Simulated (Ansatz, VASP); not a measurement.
# AlRu: VASP beside Ansatz

Aim: how closely do two programs agree when they are given the same cell, functional and k mesh? The cell is taken from a series of runs on this material, whose earlier steps may have relaxed, scaled, displaced or heated it; both programs get it as it stands.

Main program and level: Ansatz 0.2.0; plane waves, with VASP 6.6.1 beside it; PBEsol.

### Step 1. The structure

The structure is cubic, space group Pm-3m (No. 221). The conventional cell has a = 2.956 Å, b = 2.956 Å, c = 2.956 Å, α = 90.00°, β = 90.00°, γ = 90.00°. Al has 8 Ru at 2.56 Å nearest. Nearest to Ru lie 8 Al at 2.56 Å. Farther neighbours are not listed.

### Step 2. Ansatz: zone-centre phonons, PBEsol, pair 1

Ansatz runs on its PAW soft_1 files.

Second derivatives magnify differences that forces hide, and they need a tight electronic threshold.

input.yaml

```yaml
crystal:
  lattice:
    - [2.9560326519, 0.0, 0.0]
    - [0.0, 2.9560326519, 0.0]
    - [0.0, 0.0, 2.9560326519]
  atoms:
    - { symbol: Al, position: [0.0, 0.0, 0.0] }
    - { symbol: Ru, position: [0.5, 0.5, 0.5] }
kpoints:
  mp_grid: { grid: [16, 16, 16] }
hamiltonian:
  xc: pbesol
  pseudopotentials: { kind: paw, azcp: { folder: soft_1 }, xc_functional: pbe }
scf:
  occupations: { method: methfessel_paxton, width: 0.2 }
output:
  eigenvalues: true
phonons:
  method: dfpt
```

On the command line:

```sh
$ ansatz run input.yaml --threads 4 --pin off --max-ram 10240MiB --backend cpu --events-out ev --progress --plain --runs-dir out
```

Numbers of over 12 decimals in the logs are rounded to 6 here.

What it wrote:

```text
Engine: ansatz 0.2.0, aarch64-unknown-linux-gnu
Pseudopotentials: kind: paw
Pseudopotential: Al, paw, valence charge 3, recommended cutoff 420 eV (normal), soft_1/Al.paw.azcp
Pseudopotential: Ru, paw, valence charge 16, recommended cutoff 420 eV (normal), soft_1/Ru.paw.azcp
Functional definition: PBEsol
  exchange = pbesol_x
  correlation = pbesol_c
Crystal: 2 atoms, lattice volume = 25.830 Å³
Basis set: ecut = 420 eV, 485 PW (Γ), exchange–correlation on 40×40×40 points (8 copies of the dense FFT grid, shifted against one another)
Bands: 14, of which v1, the nominal top of the filled ones, is band 10 counted from 1 (9 counted from 0)
Symmetry: 48 space group operations
k-points: 405 of 4096 (irreducible under 8 space group operations, time reversal used)
Non-local potential: Al, projectors of the file, l = 0: 2, l = 1: 2, l = 2: 1
Non-local potential: Ru, projectors of the file, l = 0: 3, l = 1: 2, l = 2: 2, l = 3: 1
PAW form: soft (Blöchl's): semilocal exchange-correlation on the pseudo side does not see the compensation charge
PAW frozen core: Al, regenerated for the run's functional, and the local potential with it (the file was generated under x = pbe(κ = 0.804, μ = 0.219515), c = pbe(β = 0.066725))
PAW frozen core: Ru, regenerated for the run's functional, and the local potential with it (the file was generated under x = pbe(κ = 0.804, μ = 0.219515), c = pbe(β = 0.066725))
PAW one-centre angular grid: Al, 110 points (default); XC on 64 Gauss nodes
PAW one-centre angular grid: Ru, 590 points (default); XC on 64 Gauss nodes
Initial density: superposition of atomic densities (chi_scale 0.1, normalization cell, long waves kept (reshape's long-wave potential 0.00 eV rms))
Initial wavefunctions: pseudopotential atomic-orbital guess
Functional: x = pbesol(κ = 0.804, μ = 0.123457), c = pbesol(β = 0.046)
SCF iter   1: F=—  HF=-6343.373791 eV  |F-HF|=—  |Δ(HF+E_count)|=         —  Δρ=1.18e-1  dr2=4.18e0  ethr=3.10e-3  ⟨swp⟩=4.9  Hψ=27483  notcnv=0
preconditioner: auto → none  [metal: Δε(μ)=0.020 eV  Ē_g=9.062 eV  σ=0.200 eV  W_gap=0.09  n_scr=6 (ndim 8)  ℏωp=24.2 eV  f_vac=0.000  D(μ)=1.35/eV (n_scr^D=18)  sad-step TF]
SCF iter   2: F=—  HF=-6342.709758 eV  |F-HF|=—  |Δ(HF+E_count)|=   6.64e-1  S|Δr|=    0.00e0  Δρ=6.99e-2  dr2=1.55e0  ethr=3.10e-3  ⟨swp⟩=2.9  Hψ=12942  notcnv=0  defer=34
SCF iter   3: F=—  HF=-6342.342402 eV  |F-HF|=—  |Δ(HF+E_count)|=   3.67e-1  S|Δr|=    0.00e0  Δρ=3.81e-3  dr2=3.38e-3  ethr=3.10e-3  ⟨swp⟩=2.1  Hψ=9536  notcnv=0  defer=34
SCF iter   4: F=—  HF=-6342.342052 eV  |F-HF|=—  |Δ(HF+E_count)|=   3.50e-4  S|Δr|=    0.00e0  Δρ=4.33e-4  dr2=9.22e-6  ethr=1.78e-5  ⟨swp⟩=1.6  Hψ=9875  notcnv=0  defer=34
SCF iter   5: F=—  HF=-6342.342064 eV  |F-HF|=—  |Δ(HF+E_count)|=   1.19e-5  S|Δr|=    0.00e0  Δρ=1.04e-4  dr2=2.16e-6  ethr=4.85e-8  ⟨swp⟩=2.0  Hψ=9467  notcnv=0  defer=34
SCF iter   6: F=—  HF=-6342.342060 eV  |F-HF|=—  |Δ(HF+E_count)|=   4.02e-6  S|Δr|=    0.00e0  Δρ=9.85e-6  dr2=2.48e-8  ethr=1.14e-8  ⟨swp⟩=2.5  Hψ=8865  notcnv=0  defer=34
SCF iter   7: F=-6342.342060 eV  HF=-6342.342060 eV  |F-HF|=3.64e-12  |Δ(HF+E_count)|=   5.88e-9  S|Δr|=    0.00e0  Δρ=3.28e-7  dr2=8.02e-12  ethr=1.00e-12  ⟨swp⟩=5.0  Hψ=28783  notcnv=0
SCF 1 converged in 7 iterations: F = -6342.342060 eV  dr2 = 8.02e-12
  greatest PAW one-centre occupation: 1.000 electrons in one spin orbital (limit 2), on the Ru atom at site 1 (counted from 0), in its partial waves of l = 0
DFPT response loops at Γ: preconditioner auto → Kerker (q_TF=auto, 2.592 Å⁻¹) (partly filled bands, converged f_vac=0.000); β = 1.00, the filter's whole step (`scf.mixing.beta` (0.50) is not read by the response loops under this deck's `scf.mixing.preconditioner`; to damp them name `kerker` or `kerker_dos`, under which they read `scf.mixing.beta`, and type it under 1.00, their step now; both keys bind the ground state too); Broyden in place of MSR1
SCF converged after 7 iterations
Stability not checked: this state was not tested for a lower state beside it, because cold or Methfessel-Paxton smearing, or corrected tetrahedra, fill the levels in a way that the test cannot read (fill_not_monotonic; see scf.lower_state_search)
Free energy (F): -6342.342060 eV
Harris-Foulkes:  -6342.342060 eV  (|F-HF|=3.64e-12)
Internal energy: -6342.340820 eV  (E = F + TS)
E sigma→0 (E₀):  -6342.341750 eV
Entropy (-TS):   -0.001240 eV (-0.620 meV/atom)
Fermi energy:    16.602218 eV
--- Per-component energies (eV) ---
  E_band       = -111.763480
  E_kinetic    = 489.907533
  E_local      = -1778.150247  (includes V_loc(G=0)·N_el)
  E_nonlocal   = 427.683937
  E_hartree    = 644.503654
  E_xc         = -208.968808
  E_vxc        = -247.065108  (∫ρ·V_xc dr)
  E_paw        = -3898.764248  (= ΣΔE_a)
  E_vpaw       = -293.147511  (= ΣTr[D̂ρ^β])
  E_aug_tail   = 0.000664  (compensation charges beyond the density's cutoff)
  E_ewald      = -2018.825740
  E_core_change = 0.272436  (= ΣΔE_core)
  E_smearing   = -0.001240  (= −TS)
  E_closure    = 0.000000  (closes the sum)
  Σ components = -6342.342060   (vs F -6342.342060, Δ=0.00e0)
--- Band table (eV; the first three rows and the last of 405) ---
  k-point 0: bands = [... 6 lower, 12.7942, 16.7890, 16.7890, 16.7890, 22.8281, 22.8281, 22.8281, 27.7530]
  k-point 1: bands = [... 6 lower, 12.8243, 16.6878, 16.6878, 16.7989, 22.4473, 22.9859, 22.9859, 27.5652]
  k-point 2: bands = [... 6 lower, 12.9026, 16.4212, 16.4212, 16.8275, 21.5864, 23.4221, 23.4221, 27.0640]
  k-point 404: bands = [... 6 lower, 11.7533, 18.3053, 18.3053, 19.4110, 20.7704, 20.7704, 20.7704, 25.4987]
--- Phonons (Γ-DFPT): 2 representative perturbations + reference, on 405 of 4096 k-points (Σ response iterations 6) ---
  k mesh reduced under 8 symmetry operations, with k and −k counted as one. Each operation leaves every solved perturbation unchanged. A smaller set is not used because it would not reduce the number of displacements times k-points to solve
  ASR residual: 1.942e-4 → 0.000e0 eV/Å²; symmetrization residual: 1.186e-6 eV/Å²
  ASR residual per site (eV/Å²): 2.15e-5 1.94e-4
  Γ frequencies (cm⁻¹): 0.00 0.00 0.00 334.22 334.22 334.22
  non-analytic LO–TO correction: not included (Born effective charges unavailable; polar crystals: no LO–TO splitting at Γ)
```

### Step 3. VASP: zone-centre phonons, PBEsol, pair 1

The same cell, functional, mesh and smearing now go to VASP, with its own data sets.

Lines of VASP's logs that name or quote its potential files are left out, and so is its time.

INCAR

```
SYSTEM = AlRu
PREC = Accurate
ENCUT = 500
EDIFF = 1E-08
NELM = 120
ISMEAR = 1
SIGMA = 0.2
LREAL = .FALSE.
ALGO = Normal
GGA = PS
NBANDS = 14
LASPH = .TRUE.
LORBIT = 11
LWAVE = .FALSE.
LCHARG = .FALSE.
ISIF = 2
IBRION = 8
GGA_COMPAT = .FALSE.
KPAR = 2
```

POSCAR

```
AlRu
1.0
    2.9560326519      0.0000000000      0.0000000000
    0.0000000000      2.9560326519      0.0000000000
    0.0000000000      0.0000000000      2.9560326519
Al Ru
1 1
Direct
    0.0000000000      0.0000000000      0.0000000000
    0.5000000000      0.5000000000      0.5000000000
```

KPOINTS

```
Automatic mesh
0
Gamma
16 16 16
0 0 0
```

PAW data sets: Al and Ru_pv (PBE family, release 64).

On the command line:

```sh
$ mpirun -np 2 vasp_std
```

What it wrote:

```text
[banner, memory and clock lines left out]
running    2 mpi-ranks, on    1 nodes
 distrk:  each k-point on    1 cores,    2 groups
 distr:  one band on    1 cores,    1 groups

 POSCAR found type information on POSCAR AlRu
 POSCAR found :  2 types and       2 ions
|                                                                             |
|               ----> ADVICE to this user running VASP <----                  |
|                                                                             |
|     You enforced a specific xc type in the INCAR file but a different       |
|     [... a line on the potential file left out ...]
|     I HOPE YOU KNOW WHAT YOU ARE DOING!                                     |
|                                                                             |

 LDA part: xc-table for (Slater+PW92), standard interpolation
 POSCAR, INCAR and KPOINTS ok, starting setup
 FFT: planning ... GRIDC
 FFT: planning ... GRID_SOFT
 FFT: planning ... GRID
 WAVECAR not read
 entering main loop
       N       E                     dE             d eps       ncg     rms          rms(c)
DAV:   1     0.112667880773E+03    0.11267E+03   -0.92099E+03  4708   0.110E+03
DAV:   2    -0.144138357510E+02   -0.12708E+03   -0.12149E+03  5172   0.318E+02
DAV:   3    -0.162965545980E+02   -0.18827E+01   -0.18719E+01  5628   0.409E+01
DAV:   4    -0.163120660413E+02   -0.15511E-01   -0.15509E-01  5902   0.376E+00
DAV:   5    -0.163123472846E+02   -0.28124E-03   -0.28123E-03  5820   0.435E-01    0.142E+01
DAV:   6    -0.156024372714E+02    0.70991E+00   -0.30069E+00  4788   0.200E+01    0.248E+00
DAV:   7    -0.155285155770E+02    0.73922E-01   -0.22181E-01  4986   0.562E+00    0.227E+00
DAV:   8    -0.155098244169E+02    0.18691E-01   -0.20734E-02  5874   0.116E+00    0.217E-01
DAV:   9    -0.155096195345E+02    0.20488E-03   -0.72433E-04  5600   0.179E-01    0.146E-01
DAV:  10    -0.155096111310E+02    0.84035E-05   -0.34350E-05  5934   0.676E-02    0.197E-02
DAV:  11    -0.155096091013E+02    0.20297E-05   -0.48295E-06  5862   0.266E-02    0.658E-03
DAV:  12    -0.155096086658E+02    0.43546E-06   -0.93185E-08  5854   0.319E-03    0.346E-04
DAV:  13    -0.155096086799E+02   -0.14063E-07   -0.21563E-09  4356   0.429E-04    0.108E-04
DAV:  14    -0.155096086834E+02   -0.35463E-08   -0.30068E-10  4146   0.163E-04
   1 F= -.15509609E+02 E0= -.15509193E+02  d E =-.124713E-02
 Linear response reoptimize wavefunctions to high precision
DAV:   1    -0.155096086834E+02    0.25466E-10   -0.52753E-11  4386   0.553E-05
 Linear response DOF=           2
 Linear response progress:
  Degree of freedom:   1/  2
       N       E                     dE             d eps       ncg     rms          rms(c)
RMM:   1    -0.669352499182E-02   -0.66935E-02    0.41541E-03 20910   0.114E+00
RMM:   2    -0.619133775950E-02    0.50219E-03   -0.44051E-04 17132   0.153E-01    0.621E-02
RMM:   3    -0.614012773039E-02    0.51210E-04   -0.16882E-04 16772   0.807E-02    0.296E-02
RMM:   4    -0.621257476550E-02   -0.72447E-04   -0.85430E-05 17906   0.541E-02    0.724E-03
RMM:   5    -0.621881350980E-02   -0.62387E-05   -0.25594E-06 17176   0.151E-02    0.185E-03
RMM:   6    -0.622205572709E-02   -0.32422E-05   -0.19968E-07 19474   0.395E-03    0.816E-04
RMM:   7    -0.622090225472E-02    0.11535E-05   -0.18710E-08 18196   0.112E-03    0.116E-04
RMM:   8    -0.622117203838E-02   -0.26978E-06   -0.37344E-09 19273   0.312E-04    0.747E-05
RMM:   9    -0.622126608762E-02   -0.94049E-07   -0.17616E-09 20628   0.103E-04    0.301E-05
RMM:  10    -0.622126966109E-02   -0.35735E-08   -0.34422E-10 21039   0.386E-05    0.247E-06
 first order change of Fermi-energy  -0.20534E-03
 force on displaced ion       1 direction 1 :  -8.839  -0.000  -0.000
 Linear response progress:
  Degree of freedom:   2/  2
       N       E                     dE             d eps       ncg     rms          rms(c)
RMM:   1    -0.541886869495E+00   -0.54189E+00    0.37090E+00 11977   0.642E+01
RMM:   2    -0.650163995398E+00   -0.10828E+00   -0.11659E-01 16857   0.304E+00    0.163E-01
RMM:   3    -0.650179243491E+00   -0.15248E-04   -0.21158E-03 19649   0.363E-01    0.918E-02
RMM:   4    -0.649542202976E+00    0.63704E-03   -0.23104E-04 19696   0.146E-01    0.226E-02
RMM:   5    -0.649453722239E+00    0.88481E-04   -0.18647E-05 20811   0.368E-02    0.980E-03
RMM:   6    -0.649393256764E+00    0.60465E-04   -0.21054E-06 21436   0.114E-02    0.126E-03
RMM:   7    -0.649390995097E+00    0.22617E-05   -0.38534E-07 21504   0.272E-03    0.370E-04
RMM:   8    -0.649391450962E+00   -0.45587E-06   -0.11430E-07 21971   0.109E-03    0.186E-04
RMM:   9    -0.649392488498E+00   -0.10375E-05   -0.11781E-07 22904   0.582E-04    0.664E-05
RMM:  10    -0.649393757803E+00   -0.12693E-05   -0.87418E-08 23386   0.356E-04    0.137E-05
RMM:  11    -0.649393656688E+00    0.10112E-06   -0.47456E-08 24040   0.244E-04    0.479E-06
RMM:  12    -0.649393628922E+00    0.27766E-07   -0.46381E-08 24142   0.198E-04    0.144E-06
RMM:  13    -0.649393593179E+00    0.35743E-07   -0.24150E-08 25466   0.172E-04    0.800E-07
RMM:  14    -0.649393604822E+00   -0.11643E-07   -0.20464E-08 23466   0.159E-04    0.578E-07
RMM:  15    -0.649393611654E+00   -0.68319E-08   -0.16336E-08 23551   0.152E-04    0.312E-07
 first order change of Fermi-energy   0.21489E-02
 force on displaced ion       2 direction 1 :  -8.827  -0.000   0.000
 Linear response finished
```

OUTCAR, selected parts (step 3):

```text
ion  position               nearest neighbor table
   1  0.000  0.000  0.000-   2 2.56   2 2.56   2 2.56   2 2.56   2 2.56   2 2.56   2 2.56   2 2.56

  LATTYP: Found a simple cubic cell.
 ALAT       =     2.9560326519

 Subroutine GETGRP returns: Found 48 space group operations
 (whereof 48 operations were pure point group operations)

The static configuration has the point symmetry O_h .

 Found    165 irreducible k-points:

   k-points           NKPTS =    165   k-points in BZ     NKDIM =    165   number of bands    NBANDS=     14

   dimension x,y,z NGX =    24 NGY =   24 NGZ =   24
   dimension x,y,z NGXF=    48 NGYF=   48 NGZF=   48

   ENCUT  =  500.0 eV  36.75 Ry    6.06 a.u.   5.39  5.39  5.39*2*pi/ulx,y,z

   NELECT =      17.0000    total number of electrons

 k-points in reciprocal lattice and weights: Automatic mesh
   0.00000000  0.00000000  0.00000000       0.000
   0.06250000  0.00000000  0.00000000       0.001
   0.12500000  0.00000000  0.00000000       0.001
   0.18750000  0.00000000  0.00000000       0.001
   0.25000000  0.00000000  0.00000000       0.001
   0.31250000  0.00000000  0.00000000       0.001
   0.37500000  0.00000000  0.00000000       0.001
   0.43750000  0.00000000  0.00000000       0.001
   0.50000000  0.00000000  0.00000000       0.001
[...]
0.50000000  0.50000000  0.43750000       0.001
   0.50000000  0.50000000  0.50000000       0.000

 average (electrostatic) potential at core
       1 -67.7021       2 -67.5157

  Total        0.7690523      0.7690523      0.7690523     -0.0000000     -0.0000000      0.0000000
  in kB       47.7022381     47.7022381     47.7022381     -0.0000000     -0.0000000      0.0000000
  external PRESSURE =      47.7022381 kB  Pullay stress =       0.0000000 kB

  energy-cutoff  :      500.00
  volume of cell :       25.83
      direct lattice vectors                 reciprocal lattice vectors
     2.956032652  0.000000000  0.000000000     0.338291256  0.000000000  0.000000000
     0.000000000  2.956032652  0.000000000     0.000000000  0.338291256  0.000000000
     0.000000000  0.000000000  2.956032652     0.000000000  0.000000000  0.338291256

 POSITION                                       TOTAL-FORCE (eV/Angst)
 -----------------------------------------------------------------------------------
      0.00000      0.00000      0.00000         0.000000      0.000000      0.000000
      1.47802      1.47802      1.47802         0.000000      0.000000      0.000000
 -----------------------------------------------------------------------------------
    total drift:                                0.000000     -0.000000     -0.000000

 Eigenvectors and eigenvalues of the dynamical matrix
 ----------------------------------------------------

   1 f  =   10.070251 THz    63.273253 2PiTHz  335.907416 cm-1    41.647193 meV
             X         Y         Z           dx          dy          dz
      0.000000  0.000000  0.000000     0.888552   -0.000000    0.000000
      1.478016  1.478016  1.478016    -0.458776   -0.000000    0.000000

   2 f  =   10.070251 THz    63.273253 2PiTHz  335.907416 cm-1    41.647193 meV
             X         Y         Z           dx          dy          dz
      0.000000  0.000000  0.000000     0.000000    0.888552    0.000000
      1.478016  1.478016  1.478016     0.000000   -0.458776    0.000000

   3 f  =   10.070251 THz    63.273253 2PiTHz  335.907416 cm-1    41.647193 meV
             X         Y         Z           dx          dy          dz
      0.000000  0.000000  0.000000     0.000000    0.000000   -0.888552
      1.478016  1.478016  1.478016     0.000000    0.000000    0.458776

   4 f/i=    0.002832 THz     0.017793 2PiTHz    0.094459 cm-1     0.011711 meV
             X         Y         Z           dx          dy          dz
      0.000000  0.000000  0.000000    -0.363162   -0.247996    0.130718
      1.478016  1.478016  1.478016    -0.703367   -0.480315    0.253173

   5 f/i=    0.002832 THz     0.017793 2PiTHz    0.094459 cm-1     0.011711 meV
             X         Y         Z           dx          dy          dz
      0.000000  0.000000  0.000000     0.255340   -0.204314    0.321765
      1.478016  1.478016  1.478016     0.494539   -0.395713    0.623191

   6 f/i=    0.002832 THz     0.017793 2PiTHz    0.094459 cm-1     0.011711 meV
             X         Y         Z           dx          dy          dz
      0.000000  0.000000  0.000000    -0.115718    0.327459    0.299759
      1.478016  1.478016  1.478016    -0.224122    0.634218    0.580569

 ELASTIC MODULI CONTR FROM IONIC RELAXATION (kBar)
 Direction    XX          YY          ZZ          XY          YZ          ZX
 --------------------------------------------------------------------------------
 XX           0.0000      0.0000      0.0000      0.0000      0.0000      0.0000
 YY           0.0000      0.0000      0.0000      0.0000      0.0000      0.0000
 ZZ           0.0000      0.0000      0.0000      0.0000      0.0000      0.0000
 XY           0.0000      0.0000      0.0000      0.0000      0.0000      0.0000
 YZ           0.0000      0.0000      0.0000      0.0000      0.0000      0.0000
 ZX           0.0000      0.0000      0.0000      0.0000      0.0000      0.0000
 --------------------------------------------------------------------------------
```

### Step 4. Side by side

Known differences besides the potentials themselves: the data sets hold 19 valence electrons in Ansatz (on its PAW soft_1 files) and 17 in VASP; the cutoff is 420 eV in Ansatz and 500 eV in VASP; Ansatz makes its cores anew for this functional, VASP keeps those of its PBE data sets. Total energies have different zeros and are not compared.

Both answers:

```tsv
quantity	Ansatz	VASP	difference
optical mode 1 to 3 (cm⁻¹)	334.2	335.9	-0.50 %
```

Modes are paired by rising frequency, not by their patterns, so a pair may set unlike modes beside each other; they are those without the splitting of longitudinal modes.

[end of part 1 of 2]

[Lines on the potential files, build, host, timing and source positions are cut from VASP's logs without a mark.]

[Logs are printed without paths, hosts, clocks, repeated set-up lines and the standing remarks that a program may print on its own settings, such as how far it seeks lower states.]

[Hosts, paths, dates, database ids (printed as entryN), source tags and the programs' standing remarks are cut or masked in the printed files.]
